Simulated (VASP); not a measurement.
Input:

```xyz
1
Lattice="-1.5941 1.5941 2.4670 1.5941 -1.5941 2.4670 1.5941 1.5941 -2.4670" Properties=species:S:1:pos:R:3 pbc="T T T"
In     3.1883     0.0000     0.0000
```

These are r2SCAN meta-GGA, VASP's PBE PAW potentials (set 64) (plane waves; VASP) values and carry that method's errors. Run with 480 eV cut-off, 14×14×14 Γ-centred mesh, first-order Methfessel-Paxton smearing of 0.10 eV, potentials In_d.

Q: Give the stress tensor in GPa (positive for a compressed cell).

A: 
```
2.33  0.00  0.00
0.00  2.33  0.00
0.00  0.00  2.15
```
The pressure is its mean diagonal, 2.27 GPa.

The compound is In in the bct structure. This cell was strained or had an atom moved on purpose.
